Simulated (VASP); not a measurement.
Output of a VASP run:

### OUTCAR
```
 ion  position               nearest neighbor table
   1  0.000  0.500  0.318-   5 3.52   6 3.55   6 3.55   6 3.55   6 3.55
   2  0.500  0.000  0.439-   5 3.55   5 3.55   5 3.55   5 3.55   8 3.57   6 3.59
   3  0.000  0.500  0.561-   8 3.55   8 3.55   8 3.55   8 3.55   5 3.57   7 3.59
   4  0.500  0.000  0.682-   8 3.52   7 3.55   7 3.55   7 3.55   7 3.55
   5  0.000  0.500  0.439-   1 3.52   2 3.55   2 3.55   2 3.55   2 3.55   3 3.57
   6  0.500  0.000  0.316-   1 3.55   1 3.55   1 3.55   1 3.55   2 3.59
   7  0.000  0.500  0.684-   4 3.55   4 3.55   4 3.55   4 3.55   3 3.59
   8  0.500  0.000  0.561-   4 3.52   3 3.55   3 3.55   3 3.55   3 3.55   2 3.57
  LATTYP: Found a simple tetragonal cell.
 ALAT       =     5.0160157901
 C/A-ratio  =     5.8288801609
 Subroutine PRICEL returns:
 Original cell was already a primitive cell.
 Subroutine GETGRP returns: Found 16 space group operations
The static configuration has the point symmetry D_2d.
 The point group associated with its full space group is D_4h.
The dynamic configuration has the point symmetry D_2d.
 Subroutine INISYM returns: Found 16 space group operations
 Subroutine IBZKPT returns following result:
 Found      6 irreducible k-points:

 Following reciprocal coordinates:
            Coordinates               Weight
  0.000000  0.000000  0.000000      1.000000
  0.250000  0.000000  0.000000      4.000000
  0.500000  0.000000  0.000000      2.000000
  0.250000  0.250000  0.000000      4.000000
  0.500000  0.250000  0.000000      4.000000
  0.500000  0.500000  0.000000      1.000000
   k-points           NKPTS =      6   k-points in BZ     NKDIM =      6   number of bands    NBANDS=     38
   number of dos      NEDOS =    301   number of ions     NIONS =      8
   total plane-waves  NPLWV = 112896
   dimension x,y,z NGX =    28 NGY =   28 NGZ =  144
   dimension x,y,z NGXF=    56 NGYF=   56 NGZF=  288
   ions per type =               4   4
   PREC   = normal    normal or accurate (medium, high low for compatibility)
   ISTART =      1    job   : 0-new  1-cont  2-samecut
   ICHARG =      0    charge: 1-file 2-atom 10-const
   ISPIN  =      1    spin polarized calculation?
   LNONCOLLINEAR =      F non collinear calculations
   LSORBIT =      F    spin-orbit coupling
   INIWAV =      1    electr: 0-lowe 1-rand  2-diag
   ENCUT  =  400.0 eV  29.40 Ry    5.42 a.u.   8.18  8.18 47.68*2*pi/ulx,y,z
   NELM   =    100;   NELMIN=  4; NELMDL=  0     # of ELM steps
   EDIFF  = 0.1E-05   stopping-criterion for ELM
   LREAL  =      F    real-space projection
   NLSPLINE    = F    spline interpolate recip. space projectors
   LMAXMIX     =    4 max onsite mixed and CHGCAR
   VOSKOWN=      0    Vosko Wilk Nusair interpolation
   EDIFFG = 0.1E-04   stopping-criterion for IOM
   NSW    =      0    number of steps for IOM
   NBLOCK =      1;   KBLOCK =      1    inner block; outer block
   IBRION =     -1    ionic relax: 0-MD 1-quasi-New 2-CG
   NFREE  =      0    steps in history (QN), initial steepest desc. (CG)
   ISIF   =      2    stress and relaxation
   ISYM   =      2    0-nonsym 1-usesym 2-fastsym
   TEIN   =    0.0    initial temperature
   TEBEG  =    0.0;   TEEND  =   0.0 temperature during run
   SMASS  =  -3.00    Nose mass-parameter (am)
   PSTRESS=    0.0 pullay stress
   NELECT =      64.0000    total number of electrons
   EFERMI =   0.00;   METHOD = LEGACY
   ISMEAR =     0;   SIGMA  =   0.05  broadening in eV -4-tet -1-fermi 0-gaus
   IALGO  =     38    algorithm
   LDIAG  =      T    sub-space diagonalisation (order eigenvalues)
   IMIX   =      4    mixing-type and parameters
     AMIX     =   0.40;   BMIX     =  1.00
     AMIX_MAG =   1.60;   BMIX_MAG =  1.00
     AMIN     =   0.10
   METAGGA = R2SCAN    functional components
   VOSKOWN =     0    Vosko Wilk Nusair interpolation
   LHFCALC =     F    Hartree Fock is set to
   LHFONE  =     F    Hartree Fock one center treatment
   AEXX    =    0.0000 exact exchange contribution
   IVDW    =     0    specifies the selected vdW correction
   LEPSILON=     F    determine dielectric tensor
   LRPA    =     F    only Hartree local field effects (RPA)
  energy-cutoff  :      400.00
  volume of cell :      735.63
...
```

OSZICAR:
```
       N       E                     dE             d eps       ncg     rms          rms(c)
DAV:   1    -0.135586710591E+03   -0.13559E+03   -0.46387E-06   444   0.149E-02    0.118E-03
DAV:   2    -0.135586710657E+03   -0.65353E-07   -0.65722E-07   304   0.607E-03    0.620E-04
DAV:   3    -0.135586710232E+03    0.42503E-06   -0.32300E-07   282   0.421E-03    0.492E-04
DAV:   4    -0.135586711171E+03   -0.93911E-06   -0.59113E-07   292   0.621E-03
   1 F= -.13558671E+03 E0= -.13558671E+03  d E =-.324952E-11
```

**OUTCAR**
```
------------------------ aborting loop because EDIFF is reached ----------------------------------------
  FORCE on cell =-STRESS in cart. coord.  units (eV):
  Direction    XX          YY          ZZ          XY          YZ          ZX
  --------------------------------------------------------------------------------------
  Total       -0.5950370     -0.5950370     -0.3062753      0.0000000      0.0000000      0.0000000
  in kB       -1.2959634     -1.2959634     -0.6670536      0.0000000      0.0000000      0.0000000
  external PRESSURE =      -1.0863268 kB  Pullay stress =       0.0000000 kB
  volume of cell :      735.63
      direct lattice vectors                 reciprocal lattice vectors
     5.016015790  0.000000000  0.000000000     0.199361414  0.000000000  0.000000000
     0.000000000  5.016015790  0.000000000     0.000000000  0.199361414  0.000000000
     0.000000000  0.000000000 29.237754926     0.000000000  0.000000000  0.034202352
 POSITION                                       TOTAL-FORCE (eV/Angst)
 -----------------------------------------------------------------------------------
      0.00000      2.50801      9.31042        -0.000000      0.000000      0.021646
      2.50801      0.00000     12.83564        -0.000000      0.000000     -0.025513
      0.00000      2.50801     16.40211         0.000000      0.000000      0.025513
      2.50801      0.00000     19.92734         0.000000      0.000000     -0.021646
      0.00000      2.50801     12.82898         0.000000      0.000000      0.028572
      2.50801      0.00000      9.25027         0.000000     -0.000000      0.003264
      0.00000      2.50801     19.98749         0.000000      0.000000     -0.003264
      2.50801      0.00000     16.40877         0.000000      0.000000     -0.028572
 -----------------------------------------------------------------------------------
    total drift:                                0.000000     -0.000000     -0.000000
  FREE ENERGIE OF THE ION-ELECTRON SYSTEM (eV)
  ---------------------------------------------------
  free  energy   TOTEN  =      -135.5867111707 eV

  energy  without entropy=     -135.5867111707  energy(sigma->0) =     -135.58671117

 total charge

# of ion       s       p       d       tot
------------------------------------------
    1        1.957   5.673   0.018   7.648
    2        1.958   5.674   0.020   7.651
    3        1.958   5.674   0.020   7.651
    4        1.957   5.673   0.018   7.648
    5        1.491   2.895   0.001   4.387
    6        1.491   2.888   0.001   4.379
    7        1.491   2.888   0.001   4.379
    8        1.491   2.895   0.001   4.387
--------------------------------------------------
tot         13.792  34.258   0.078  48.128
```
(Selected blocks of OUTCAR.)

**POSCAR**
```
KI(100) slab
1
    5.0160157901     0.0000000000     0.0000000000
    0.0000000000     5.0160157901     0.0000000000
    0.0000000000     0.0000000000    29.2377549259
K I
4 4
Direct
  0.0000000000   0.5000000000   0.3184381543
  0.5000000000   0.0000000000   0.4390091410
  0.0000000000   0.5000000000   0.5609908590
  0.5000000000   0.0000000000   0.6815618457
  0.0000000000   0.5000000000   0.4387813788
  0.5000000000   0.0000000000   0.3163809140
  0.0000000000   0.5000000000   0.6836190860
  0.5000000000   0.0000000000   0.5612186212
```

Reconstruct the remaining input files.

Several could match; the one computed here: the input of the run itself, r2SCAN meta-GGA, plane waves, VASP's PBE PAW potentials (set 64).

**KPOINTS**
```
Automatic mesh
0
Gamma
4 4 1
0 0 0
```

### INCAR
```
SYSTEM = KI(100) slab
PREC = Normal
ENCUT = 400
EDIFF = 1E-6
NELM = 100
ALGO = Normal
LREAL = .FALSE.
LASPH = .TRUE.
ISMEAR = 0
SIGMA = 0.05
METAGGA = R2SCAN
LMIXTAU = .TRUE.
LMAXMIX = 4
LWAVE = .FALSE.
LCHARG = .FALSE.
NELMIN = 4
LDIPOL = .TRUE.
IDIPOL = 3
DIPOL = 0.5 0.5 0.5
LVHAR = .TRUE.
LORBIT = 11
```

POTCAR, in this order: K_sv I (PBE.64 set). Program: vasp_std. Read from the step before: WAVECAR.

The cell is a thin slab with vacuum, built from KI (rock salt): (100) face.
